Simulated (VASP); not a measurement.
All values below come from PBE GGA, VASP's PBE PAW potentials (set 64) (plane waves; VASP).

The input files of a VASP run:

KPOINTS:
```
K-points
0
Gamma
 10 10 10
0 0 0
```

**POSCAR**
```
PtTe
1
    3.4392610137     0.0000000000    -0.0000000000
    0.0000000000     3.4392610137     0.0000000000
    0.0000000000     0.0000000000     3.4392610137
Pt Te
1 1
Direct
  0.0000000000   0.0000000000   0.0000000000
  0.5000000000   0.5000000000   0.5000000000
```

INCAR:
```
LMAXMIX = 6   # l cut-off of mixed one-centre charges
LASPH = .TRUE.   # aspherical one-centre terms
LREAL = .FALSE.   # projection in real space or not
GGA = PE
IBRION = 2
LCHARG = .FALSE.
ENCUT = 400   # plane-wave cut-off (eV)
ISIF = 3   # ions, shape and volume
EDIFF = 1E-6   # SCF stop (eV)
NSW = 60   # most ionic steps
LWAVE = .FALSE.
SIGMA = 0.1
ALGO = Normal   # blocked Davidson
ISMEAR = 1   # Methfessel-Paxton
SYSTEM = PtTe
NELM = 100   # most electronic steps
PREC = Accurate
EDIFFG = -0.01   # ionic stop
```

POTCAR, in this order: Pt Te (PBE.64 set). Program: vasp_std.

What VASP printed:

File OSZICAR:
```
       N       E                     dE             d eps       ncg     rms          rms(c)
DAV:   1     0.572346222339E+02    0.57235E+02   -0.60279E+03  1432   0.922E+02
DAV:   2    -0.701124671887E+01   -0.64246E+02   -0.58386E+02  1576   0.186E+02
DAV:   3    -0.903230129160E+01   -0.20211E+01   -0.19880E+01  1608   0.329E+01
DAV:   4    -0.905127367317E+01   -0.18972E-01   -0.18946E-01  1496   0.376E+00
DAV:   5    -0.905153393688E+01   -0.26026E-03   -0.26026E-03  1552   0.432E-01    0.155E+01
DAV:   6    -0.894784359200E+01    0.10369E+00   -0.25047E-01  1420   0.503E+00    0.940E+00
DAV:   7    -0.892506510473E+01    0.22778E-01   -0.85889E-02  1368   0.240E+00    0.229E+00
DAV:   8    -0.891775441648E+01    0.73107E-02   -0.37893E-02  1392   0.205E+00    0.101E+00
DAV:   9    -0.891754444803E+01    0.20997E-03   -0.97595E-04  1468   0.261E-01    0.410E-01
DAV:  10    -0.891714637631E+01    0.39807E-03   -0.11443E-03  1384   0.289E-01    0.161E-01
DAV:  11    -0.891714554355E+01    0.83277E-06   -0.17966E-05  1556   0.385E-02    0.380E-02
DAV:  12    -0.891714567864E+01   -0.13509E-06   -0.82940E-07   852   0.763E-03
   1 F= -.89171457E+01 E0= -.89174972E+01  d E =-.891715E+01
```

File OUTCAR:
```
------------------------ aborting loop because EDIFF is reached ----------------------------------------
  FORCE on cell =-STRESS in cart. coord.  units (eV):
  Direction    XX          YY          ZZ          XY          YZ          ZX
  --------------------------------------------------------------------------------------
  Total       -0.0086040     -0.0086040     -0.0086040      0.0000000      0.0000000      0.0000000
  in kB       -0.3388580     -0.3388580     -0.3388580      0.0000000      0.0000000      0.0000000
  external PRESSURE =      -0.3388580 kB  Pullay stress =       0.0000000 kB
  volume of cell :       40.68
      direct lattice vectors                 reciprocal lattice vectors
     3.439261014  0.000000000  0.000000000     0.290760136  0.000000000  0.000000000
     0.000000000  3.439261014  0.000000000     0.000000000  0.290760136  0.000000000
     0.000000000  0.000000000  3.439261014     0.000000000  0.000000000  0.290760136
 POSITION                                       TOTAL-FORCE (eV/Angst)
 -----------------------------------------------------------------------------------
      0.00000      0.00000      0.00000         0.000000      0.000000      0.000000
      1.71963      1.71963      1.71963         0.000000      0.000000      0.000000
 -----------------------------------------------------------------------------------
    total drift:                               -0.000000      0.000000      0.000000
  FREE ENERGIE OF THE ION-ELECTRON SYSTEM (eV)
  ---------------------------------------------------
  free  energy   TOTEN  =        -8.9171456786 eV

  energy  without entropy=       -8.9182002454  energy(sigma->0) =       -8.91749720

 reached required accuracy - stopping structural energy minimisation
```
(Selected blocks of OUTCAR.)

The structure was generated: PtTe was put into the CsCl type type (Pm-3m), which need not be its known phase. It was relaxed first, which changed the volume by -10 %. The start is the result of an earlier pass.
